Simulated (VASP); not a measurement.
Output of a VASP run:

File OSZICAR:
```
       N       E                     dE             d eps       ncg     rms          rms(c)
DAV:   1     0.301326386854E+03    0.30133E+03   -0.11929E+04  2686   0.377E+02
DAV:   2     0.299173802827E+02   -0.27141E+03   -0.25671E+03  2822   0.129E+02
DAV:   3    -0.140330813381E+02   -0.43950E+02   -0.42978E+02  3041   0.628E+01
DAV:   4    -0.159728407422E+02   -0.19398E+01   -0.19364E+01  3204   0.152E+01
DAV:   5    -0.160411260789E+02   -0.68285E-01   -0.68273E-01  3972   0.249E+00    0.652E+00
DAV:   6    -0.156017644920E+02    0.43936E+00   -0.50254E-01  3932   0.601E+00    0.386E+00
DAV:   7    -0.155597990348E+02    0.41965E-01   -0.22571E-01  3340   0.180E+00    0.795E-01
DAV:   8    -0.155572794554E+02    0.25196E-02   -0.28878E-02  3948   0.820E-01    0.498E-01
DAV:   9    -0.155572471353E+02    0.32320E-04   -0.33576E-03  3060   0.128E-01    0.135E-01
DAV:  10    -0.155571773742E+02    0.69761E-04   -0.27503E-04  3452   0.697E-02    0.625E-02
DAV:  11    -0.155571187309E+02    0.58643E-04   -0.12891E-04  3060   0.295E-02    0.167E-02
DAV:  12    -0.155571280868E+02   -0.93559E-05   -0.11517E-05  3292   0.135E-02    0.123E-02
DAV:  13    -0.155571967233E+02   -0.68637E-04   -0.14221E-05  3079   0.871E-03    0.665E-03
DAV:  14    -0.155572386467E+02   -0.41923E-04   -0.15286E-06  3036   0.350E-03    0.593E-03
DAV:  15    -0.155573150421E+02   -0.76395E-04   -0.19511E-06  2997   0.428E-03    0.189E-03
DAV:  16    -0.155573388772E+02   -0.23835E-04   -0.32720E-07  2763   0.133E-03    0.164E-03
DAV:  17    -0.155573578909E+02   -0.19014E-04   -0.14958E-07  2520   0.132E-03    0.661E-04
DAV:  18    -0.155573626364E+02   -0.47456E-05   -0.32981E-08  2718   0.447E-04    0.398E-04
DAV:  19    -0.155573642495E+02   -0.16131E-05   -0.30809E-08  2661   0.300E-04    0.257E-04
DAV:  20    -0.155573672254E+02   -0.29759E-05   -0.13431E-08  2696   0.349E-04    0.307E-04
DAV:  21    -0.155573687973E+02   -0.15720E-05   -0.63750E-09  2701   0.314E-04    0.732E-05
DAV:  22    -0.155573696992E+02   -0.90184E-06   -0.35150E-09  2541   0.148E-04    0.118E-04
DAV:  23    -0.155573698711E+02   -0.17192E-06   -0.68548E-10  2650   0.664E-05    0.291E-05
DAV:  24    -0.155573699104E+02   -0.39268E-07   -0.10813E-10  2471   0.427E-05
   1 F= -.15557370E+02 E0= -.15557370E+02  d E =-.168227E-18
 imaginary and real dielectric function
```

File OUTCAR:
```
------------------------ aborting loop because EDIFF is reached ----------------------------------------
  FORCE on cell =-STRESS in cart. coord.  units (eV):
  Direction    XX          YY          ZZ          XY          YZ          ZX
  --------------------------------------------------------------------------------------
  Total       -0.1822874     -0.1822874     -0.0995189      0.0000000      0.0000000     -0.0000000
  in kB       -0.8856847     -0.8856847     -0.4835351      0.0000000      0.0000000     -0.0000000
  external PRESSURE =      -0.7516348 kB  Pullay stress =       0.0000000 kB
  volume of cell :      329.75
      direct lattice vectors                 reciprocal lattice vectors
     4.004359334  0.000000000  0.000000000     0.249727838  0.144180433  0.000000000
    -2.002179667  3.467876937  0.000000000     0.000000000  0.288360867  0.000000000
     0.000000000  0.000000000 23.746050061     0.000000000  0.000000000  0.042112267
 POSITION                                       TOTAL-FORCE (eV/Angst)
 -----------------------------------------------------------------------------------
      2.00218      1.15596     10.48578        -0.000000      0.000000     -0.010484
      2.00218      1.15596     13.26027        -0.000000      0.000000      0.010484
     -0.00000      2.31192      9.20217         0.000000     -0.000000      0.014898
     -0.00000      2.31192     14.54388        -0.000000     -0.000000     -0.014898
 -----------------------------------------------------------------------------------
    total drift:                               -0.000347      0.000200      0.000000
  FREE ENERGIE OF THE ION-ELECTRON SYSTEM (eV)
  ---------------------------------------------------
  free  energy   TOTEN  =       -15.5573699104 eV

  energy  without entropy=      -15.5573699104  energy(sigma->0) =      -15.55736991

 plasma frequency squared (from intraband transitions) (eV^2)
  --------------------------------------------------------------------------------------
       0.000      -0.000       0.000
      -0.000       0.000      -0.000
       0.000       0.000       0.000

 plasma frequency squared (from interband transitions, int dw w eps(2)(w)) (eV^2)
  --------------------------------------------------------------------------------------
      88.096       0.000      -0.000       0.000       0.000      -0.000
      -0.000      -0.000      88.096       0.000       0.000       0.000
       0.000       0.000       0.000      -0.000      87.941       0.000
```
(Selected blocks of OUTCAR.)

File POSCAR:
```
InSe
1
    4.0043593344     0.0000000000    -0.0000000000
   -2.0021796673     3.4678769375     0.0000000000
   -0.0000000000     0.0000000000    23.7460500614
In Se
2 2
Direct
  0.6666670000   0.3333330000   0.4415799074
  0.6666670000   0.3333330000   0.5584200926
  0.3333330000   0.6666670000   0.3875241562
  0.3333330000   0.6666670000   0.6124758438
```

Question: Reconstruct the remaining input files.

Answer: Several could match; the one computed here: the input of the run itself, PBEsol GGA, plane waves, VASP's PBE PAW potentials (set 64).

**KPOINTS**
```
Automatic mesh
0
Gamma
12 12 1
0 0 0
```

**INCAR**
```
ENCUT  =  400   ! plane-wave cut-off (eV)
LOPTICS  =  .TRUE.
CSHIFT  =  0.1
ALGO  =  Normal
LCHARG  =  .FALSE.
LASPH  =  .TRUE.   ! aspherical one-centre terms
NELM  =  100   ! most electronic steps
GGA  =  PS   ! PBEsol
SYSTEM  =  InSe
NBANDS  =  69
ISMEAR  =  0   ! Gaussian
LWAVE  =  .FALSE.
EDIFF  =  1E-7   ! SCF stop (eV)
LMAXMIX  =  4
SIGMA  =  0.01   ! width (eV)
NEDOS  =  1001
PREC  =  Accurate
LREAL  =  .FALSE.   ! projection in real space or not
```

POTCAR, in this order: In_d Se (PBE.64 set). Program: vasp_std.

The cell holds a wide vacuum, so values per volume refer to the whole cell. The dielectric response may not be converged in the k-mesh; for small gaps it tends to come out too large.

The cell is a sheet with vacuum, built from a generated structure.
